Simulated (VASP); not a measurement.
OSZICAR of a VASP run on AlN (zinc blende):

File OSZICAR:
```
       N       E                     dE             d eps       ncg     rms          rms(c)
DAV:   1     0.803052074516E+01    0.80305E+01   -0.45342E+03   952   0.972E+02
DAV:   2    -0.186205890591E+02   -0.26651E+02   -0.24583E+02  1168   0.135E+02
DAV:   3    -0.190105631122E+02   -0.38997E+00   -0.38997E+00   984   0.205E+01
DAV:   4    -0.190117469735E+02   -0.11839E-02   -0.11839E-02  1376   0.119E+00
DAV:   5    -0.190117485290E+02   -0.15556E-05   -0.15556E-05  1016   0.326E-02    0.897E+00
DAV:   6    -0.164305388429E+02    0.25812E+01   -0.14397E+01   896   0.245E+01    0.309E+00
DAV:   7    -0.163778262259E+02    0.52713E-01   -0.87672E-02  1000   0.312E+00    0.196E+00
DAV:   8    -0.163492555704E+02    0.28571E-01   -0.23845E-02  1128   0.179E+00    0.273E-01
DAV:   9    -0.163492475947E+02    0.79758E-05   -0.29533E-04  1240   0.160E-01    0.168E-01
DAV:  10    -0.163492735450E+02   -0.25950E-04   -0.20666E-05  1048   0.398E-02    0.456E-02
DAV:  11    -0.163492733047E+02    0.24030E-06   -0.34988E-06  1008   0.111E-02
   1 F= -.13896668E+02 E0= -.13896668E+02  d E =-.138967E+02
       N       E                     dE             d eps       ncg     rms          rms(c)
DAV:   1    -0.162912464708E+02    0.58027E-01   -0.49007E+00   896   0.230E+01    0.290E+00
DAV:   2    -0.161192416808E+02    0.17200E+00   -0.89879E-01   928   0.671E+00    0.766E-01
DAV:   3    -0.161150259366E+02    0.42157E-02   -0.14470E-02  1208   0.124E+00    0.256E-01
DAV:   4    -0.161133803413E+02    0.16456E-02   -0.60060E-04   936   0.207E-01    0.119E-01
DAV:   5    -0.161131325062E+02    0.24784E-03   -0.17285E-04  1064   0.107E-01    0.576E-02
DAV:   6    -0.161131319024E+02    0.60379E-06   -0.11894E-06  1168   0.118E-02
   2 F= -.13871721E+02 E0= -.13871721E+02  d E =0.249470E-01
       N       E                     dE             d eps       ncg     rms          rms(c)
DAV:   1    -0.163450853160E+02   -0.23195E+00   -0.16448E+00   904   0.129E+01    0.169E+00
DAV:   2    -0.162854155037E+02    0.59670E-01   -0.33358E-01   928   0.406E+00    0.411E-01
DAV:   3    -0.162841280880E+02    0.12874E-02   -0.38159E-03  1120   0.652E-01    0.144E-01
DAV:   4    -0.162835277135E+02    0.60037E-03   -0.23143E-04  1008   0.125E-01    0.555E-02
DAV:   5    -0.162834637678E+02    0.63946E-04   -0.48935E-05  1032   0.546E-02    0.313E-02
DAV:   6    -0.162834635747E+02    0.19310E-06   -0.34650E-07   776   0.642E-03
   3 F= -.13919864E+02 E0= -.13919864E+02  d E =-.231960E-01
```

Task: Which electronic solver shows in the log?

Result: It is blocked Davidson (ALGO = Normal, or the opening steps of other solvers). The INCAR had ALGO = Normal.

Task: Can the final energy be trusted as converged?

Result: Self-consistency was reached. It stopped with EDIFF = 1E-6, NELM = 100, NSW = 40 and EDIFFG = -0.02 after 3 ionic steps (LDA (Ceperley-Alder, Perdew-Zunger), plane waves, VASP's LDA PAW potentials (set 64)). Energy and stress use the plane-wave basis of the starting cell.

The compound is AlN in the zinc blende structure, a metastable form; wurtzite is the usual one. This run relaxes it under an external pressure of 20 GPa. Symmetry was kept, so distortions that lower it aren't found.
